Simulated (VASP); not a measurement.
VASP input:

### POSCAR
```
AuAl2
1.0
  0.0000000000   3.0317594264   3.0317594264
  3.0317594264   0.0000000000   3.0317594264
  3.0317594264   3.0317594264   0.0000000000
Al Au
2 1
direct
  0.2500000000   0.2500000000   0.2500000000
  0.7500000000   0.7500000000   0.7500000000
  0.0000000000   0.0000000000   0.0000000000
```

INCAR:
```
! general
SYSTEM  = AuAl2
PREC    = Accurate
ENCUT   = 520
LREAL   = F   ! projection in real space or not
LASPH   = T

! electronic loop
EDIFF   = 1E-7   ! SCF stop (eV)
NELM    = 100
ALGO    = Normal
LMAXMIX = 6   ! l cut-off of mixed one-centre charges

! smearing
ISMEAR  = 1
SIGMA   = 0.1   ! width (eV)

! functional
GGA     = 91

! ions
ISIF    = 2   ! forces and stress, cell fixed

! output
LWAVE   = F
LCHARG  = F
```

KPOINTS:
```
K-points
0
gamma
9 9 9
```

POTCAR, in this order: Al Au (PBE.64 set). Program: vasp_std.

Task: Write an equivalent input for Quantum ESPRESSO's pw.x.

Result: One equivalent input (not run):
```
&CONTROL
  calculation = 'scf'
  pseudo_dir = './pseudo'
  outdir = './out'
  tprnfor = .true.
  tstress = .true.
/
&SYSTEM
  ibrav = 0
  nat = 3
  ntyp = 2
  ecutwfc = 76
  occupations = 'smearing'
  smearing = 'methfessel-paxton'
  degauss = 0.00735
  input_dft = 'pw91'
/
&ELECTRONS
  conv_thr = 7.3e-09
  electron_maxstep = 100
/
ATOMIC_SPECIES
  Al 26.982 Al.upf
  Au 196.967 Au.upf
CELL_PARAMETERS angstrom
     0.0000000    3.0317594    3.0317594
     3.0317594    0.0000000    3.0317594
     3.0317594    3.0317594    0.0000000
ATOMIC_POSITIONS crystal
  Al   0.2500000  0.2500000  0.2500000
  Al   0.7500000  0.7500000  0.7500000
  Au   0.0000000  0.0000000  0.0000000
K_POINTS automatic
  9 9 9 0 0 0
```
Limits of the translation: the potentials are each code's own (VASP's PAW set, PseudoDojo norm-conserving files in pw.x), so ENCUT and ecutwfc are chosen apart and not converted; conv_thr bounds pw.x's estimated SCF error, while EDIFF bounds the energy change between steps.

The compound is AuAl2 in the fluorite structure. It was relaxed first.
